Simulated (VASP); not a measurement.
# O3WF2H2 in VASP: reference runs

How does O3WF2H2 come out in PBE? The cell is run as given.

Everything below comes from runs of VASP 6.6.1. Logs are shortened: lines on timing, memory, paths and dates and some standing lists are left out, and cuts for length are marked.

## Step 1: Starting point

The cell holds a molecule in a box, 8 atoms: a = 13.000 Å, b = 13.000 Å, c = 13.000 Å, α = 90.00°, β = 90.00°, γ = 90.00°.

## Step 2: Single point, PBE

The input, INCAR:

```
PREC = Accurate
ENCUT = 520
EDIFF = 1E-7
ISMEAR = 0
SIGMA = 0.01
LREAL = F
LASPH = T
NELM = 60
ALGO = Normal
ISIF = 2
LWAVE = F
LCHARG = F
GGA = PE
NBANDS = 34
```

The input, KPOINTS:

```
Automatic mesh
0
Gamma
  1 1 1
```

The input, POSCAR:

```
H2WO3F2
1.0
   13.0000000000      0.0000000000      0.0000000000
    0.0000000000     13.0000000000      0.0000000000
    0.0000000000      0.0000000000     13.0000000000
O W F H
3 1 2 2
Direct
    0.3768192300      0.4365038500      0.6254192300
    0.5928807700      0.4752730800      0.5882038500
    0.4754730800      0.3774961500      0.4505115400
    0.4571115400      0.4901884600      0.5394961500
    0.3832346200      0.5501730800      0.4307653800
    0.4692423100      0.6257346200      0.5833192300
    0.6251807700      0.4091269200      0.5945346200
    0.4966115400      0.3784038500      0.3798115400
```

Potentials or basis: VASP PAW PBE potentials, release 64 (O, W_sv, F, H).

The run is started by

```console
cat potpaw_PBE.64/O/POTCAR potpaw_PBE.64/W_sv/POTCAR potpaw_PBE.64/F/POTCAR potpaw_PBE.64/H/POTCAR > POTCAR
mpirun -np 1 vasp_gam > vasp.out
```

OUTCAR:

```text
PREC = Accurate
   ENCUT = 520
   EDIFF = 1E-7
   ISMEAR = 0
   LREAL = F
   LASPH = T
   NELM = 60
   ISIF = 2
   GGA = PE

 ion  position               nearest neighbor table
   1  0.377  0.437  0.625-   4 1.68
   2  0.593  0.475  0.588-   7 0.96   4 1.89
   3  0.475  0.377  0.451-   8 0.96   4 1.88
   4  0.457  0.490  0.539-   1 1.68   6 1.86   5 1.88   3 1.88   2 1.89
   5  0.383  0.550  0.431-   4 1.88
   6  0.469  0.626  0.583-   4 1.86
   7  0.625  0.409  0.595-   2 0.96
   8  0.497  0.378  0.380-   3 0.96

  LATTYP: Found a simple cubic cell.
 ALAT       =    13.0000000000

  Lattice vectors:

 A1 = (  13.0000000000,   0.0000000000,   0.0000000000)
 A2 = (   0.0000000000,  13.0000000000,   0.0000000000)
 A3 = (   0.0000000000,   0.0000000000,  13.0000000000)

Analysis of symmetry for initial positions (statically):
=====================================================================
 Subroutine PRICEL returns:
 Original cell was already a primitive cell.

 Routine SETGRP: Setting up the symmetry group for a
 simple cubic supercell.

 Subroutine GETGRP returns: Found  1 space group operations
 (whereof  1 operations were pure point group operations)
 out of a pool of 48 trial point group operations.

The static configuration has the point symmetry C_1 .

Analysis of symmetry for dynamics (positions and initial velocities):
=====================================================================
 Subroutine PRICEL returns:
 Original cell was already a primitive cell.

 Routine SETGRP: Setting up the symmetry group for a
 simple cubic supercell.

 Subroutine GETGRP returns: Found  1 space group operations
 (whereof  1 operations were pure point group operations)
 out of a pool of 48 trial point group operations.

The dynamic configuration has the point symmetry C_1 .

 Subroutine INISYM returns: Found  1 space group operations
 (whereof  1 operations are pure point group operations),
 and found     1 'primitive' translations

----------------------------------------------------------------------------------------

                                     Primitive cell

  volume of cell :    2197.0000

  direct lattice vectors                    reciprocal lattice vectors
    13.000000000  0.000000000  0.000000000     0.076923077  0.000000000  0.000000000
     0.000000000 13.000000000  0.000000000     0.000000000  0.076923077  0.000000000
     0.000000000  0.000000000 13.000000000     0.000000000  0.000000000  0.076923077

  length of vectors
    13.000000000 13.000000000 13.000000000     0.076923077  0.076923077  0.076923077

  position of ions in fractional coordinates (direct lattice)
     0.376819230  0.436503850  0.625419230
     0.592880770  0.475273080  0.588203850
     0.475473080  0.377496150  0.450511540
     0.457111540  0.490188460  0.539496150
     0.383234620  0.550173080  0.430765380
     0.469242310  0.625734620  0.583319230
     0.625180770  0.409126920  0.594534620
     0.496611540  0.378403850  0.379811540

  ion indices of the primitive-cell ions
   primitive index   ion index
                 1           1
                 2           2
                 3           3
                 4           4
                 5           5
                 6           6
                 7           7
                 8           8

----------------------------------------------------------------------------------------

 KPOINTS: Automatic mesh

Automatic generation of k-mesh.
 Grid dimensions read from file:
 generate k-points for:    1    1    1

 Generating k-lattice:

  Cartesian coordinates                     Fractional coordinates (reciprocal lattice)
     0.076923077  0.000000000  0.000000000     1.000000000  0.000000000  0.000000000
     0.000000000  0.076923077  0.000000000     0.000000000  1.000000000  0.000000000
     0.000000000  0.000000000  0.076923077     0.000000000  0.000000000  1.000000000

  Length of vectors
     0.076923077  0.076923077  0.076923077

  Shift w.r.t. Gamma in fractional coordinates (k-lattice)
     0.000000000  0.000000000  0.000000000

 Subroutine IBZKPT returns following result:
 ===========================================

 Found      1 irreducible k-points:

 Following reciprocal coordinates:
            Coordinates               Weight
  0.000000  0.000000  0.000000      1.000000
   k-points           NKPTS =      1   k-points in BZ     NKDIM =      1   number of bands    NBANDS=     34
   number of dos      NEDOS =    301   number of ions     NIONS =      8
   total plane-waves  NPLWV = 941192
   dimension x,y,z NGX =    98 NGY =   98 NGZ =   98
   dimension x,y,z NGXF=   196 NGYF=  196 NGZF=  196
   ions per type =               3   1   2   2
   NGX,Y,Z   is equivalent  to a cutoff of  12.53, 12.53, 12.53 a.u.
   NGXF,Y,Z  is equivalent  to a cutoff of  25.06, 25.06, 25.06 a.u.
 SYSTEM =  unknown system
   PREC   = accura    normal or accurate (medium, high low for compatibility)
   ISTART =      0    job   : 0-new  1-cont  2-samecut
   ICHARG =      2    charge: 1-file 2-atom 10-const
   ISPIN  =      1    spin polarized calculation?
   LNONCOLLINEAR =      F non collinear calculations
   LSORBIT =      F    spin-orbit coupling
   LASPH  =      T    aspherical Exc in radial PAW
   ENCUT  =  520.0 eV  38.22 Ry    6.18 a.u.  24.17 24.17 24.17*2*pi/ulx,y,z
   NELM   =     60;   NELMIN=  2; NELMDL= -5     # of ELM steps
   EDIFF  = 0.1E-06   stopping-criterion for ELM
   LREAL  =      F    real-space projection
   EDIFFG = 0.1E-05   stopping-criterion for IOM
   NSW    =      0    number of steps for IOM
   IBRION =     -1    ionic relax: 0-MD 1-quasi-New 2-CG
   NFREE  =      0    steps in history (QN), initial steepest desc. (CG)
   ISIF   =      2    stress and relaxation
   ISYM   =      2    0-nonsym 1-usesym 2-fastsym
   POTIM  = 0.5000    time-step for ionic-motion
   TEBEG  =    0.0;   TEEND  =   0.0 temperature during run
   PSTRESS=    0.0 pullay stress
   NELECT =      48.0000    total number of electrons
   NUPDOWN=      -1.0000    fix difference up-down
   EMIN   =  10.00;   EMAX   =-10.00  energy-range for DOS
   EFERMI =   0.00;   METHOD = LEGACY
   ISMEAR =     0;   SIGMA  =   0.01  broadening in eV -4-tet -1-fermi 0-gaus
   EFERMI_NEDOS =   21; number of points for ismear=-14 and -15
   IALGO  =     38    algorithm
   IMIX   =      4    mixing-type and parameters
     AMIX     =   0.40;   BMIX     =  1.00
     AMIX_MAG =   1.60;   BMIX_MAG =  1.00
  volume/ion in A,a.u.               =     274.62      1853.26
  Fermi-wavevector in a.u.,A,eV,Ry     =   0.457662  0.864857  2.849806  0.209455
  Thomas-Fermi vector in A             =   1.442535
   LORBIT       =      0    0 simple, 1 ext, 2 COOP (PROOUT), +10 PAW based schemes
   GGA     = PE    functional components
   LHFCALC =     F    Hartree Fock is set to
   AEXX    =    0.0000 exact exchange contribution
   IVDW    =     0    specifies the selected vdW correction
   LEPSILON=     F    determine dielectric tensor
   LRPA    =     F    only Hartree local field effects (RPA)
 non-spin polarized calculation
 Gauss-broadening in eV      SIGMA  =   0.01
  energy-cutoff  :      520.00
  volume of cell :     2197.00
 maximum number of plane-waves:     29543
 NGX is ok and might be reduce to    98
   NGX = 49   NGY = 49   NGZ = 49

 number of electron      47.9999993 magnetization

 Free energy of the ion-electron system (eV)
  ---------------------------------------------------
  ext. energy  EPLUGINS =         0.00000000
  ---------------------------------------------------
  free energy    TOTEN  =       -52.16881246 eV

  energy without entropy =      -52.16881246  energy(sigma->0) =      -52.16881246

 E-fermi :  -7.6936     XC(G=0):  -0.7116

 val. band max:       -7.8561479800   @ k =   0.0000   0.0000   0.0000
 cond. band min:      -3.7133545571   @ k =   0.0000   0.0000   0.0000
 fundamental gap:      4.1427934229
 Fermi energy:        -7.6935843540

 k-point     1 :       0.0000    0.0000    0.0000
  band No.  band energies     occupation
      1     -81.4721      2.00000
      2     -45.9840      2.00000
      3     -45.8211      2.00000
      4     -45.7784      2.00000
      5     -29.0005      2.00000
      6     -28.8057      2.00000
[... 26 lines left out ...]
     33       0.6601      0.00000
     34       0.7858      0.00000

------------------------ aborting loop because EDIFF is reached ----------------------------------------

  FORCE on cell =-STRESS in cart. coord.  units (eV):
  Direction    XX          YY          ZZ          XY          YZ          ZX
  --------------------------------------------------------------------------------------
  -------------------------------------------------------------------------------------
  Total        2.9135537      3.5907892      3.5445174      0.1346741     -0.3062713     -0.4130983
  in kB        2.1247290      2.6186077      2.5848637      0.0982120     -0.2233505     -0.3012548
  external PRESSURE =       2.4427335 kB  Pullay stress =       0.0000000 kB

 VOLUME and BASIS-vectors are now :
 -----------------------------------------------------------------------------
  energy-cutoff  :      520.00
  volume of cell :     2197.00
      direct lattice vectors                 reciprocal lattice vectors
    13.000000000  0.000000000  0.000000000     0.076923077  0.000000000  0.000000000
     0.000000000 13.000000000  0.000000000     0.000000000  0.076923077  0.000000000
     0.000000000  0.000000000 13.000000000     0.000000000  0.000000000  0.076923077

 POSITION                                       TOTAL-FORCE (eV/Angst)
 -----------------------------------------------------------------------------------
      4.89865      5.67455      8.13045        -1.210501     -0.807930      1.273977
      7.70745      6.17855      7.64665         0.403629      0.417627      0.205265
      6.18115      4.90745      5.85665        -0.108057     -0.601402      0.106899
      5.94245      6.37245      7.01345         0.856648      0.182839     -0.730570
      4.98205      7.15225      5.59995        -0.484158      0.378478     -0.673149
      6.10015      8.13455      7.58315         0.083768      0.922056      0.316616
      8.12735      5.31865      7.72895         0.279819     -0.493169      0.054659
      6.45595      4.91925      4.93755         0.178851      0.001501     -0.553695
 -----------------------------------------------------------------------------------
    total drift:                                0.000522     -0.001047      0.001857

  FREE ENERGIE OF THE ION-ELECTRON SYSTEM (eV)
  ---------------------------------------------------
  free  energy   TOTEN  =       -52.1688124639 eV

  energy  without entropy=      -52.1688124639  energy(sigma->0) =      -52.16881246
```

Wall time 5 min (1 thread of Intel Xeon Platinum 8259CL at 2.50GHz (Skylake/Cascade Lake), shared host); peak memory 1.6 GiB.

What came out:

```yaml
Free_energy: -52.1688 eV
Largest_force: 1.934 eV/Å
Gap_between_the_frontier_levels: 4.14 eV
```

Forces on the atoms (eV/Å):
```
O   -1.211 -0.808  1.274
O    0.404  0.418  0.205
O   -0.108 -0.601  0.107
W    0.857  0.183 -0.731
F   -0.484  0.378 -0.673
F    0.084  0.922  0.317
H    0.280 -0.493  0.055
H    0.179  0.002 -0.554
```

Levels at points of the mesh, in eV from the valence-band top:
```csv
k point,band 20,band 21,band 22,band 23,band 24,band 25,band 26,band 27,band 28,band 29
"(0.00, 0.00, 0.00)",-1.32,-1.09,-0.61,-0.47,0.00,4.14,5.59,6.01,6.72,7.11
```

Caveat: spin-orbit coupling is left out, which moves the levels of the heavy elements.
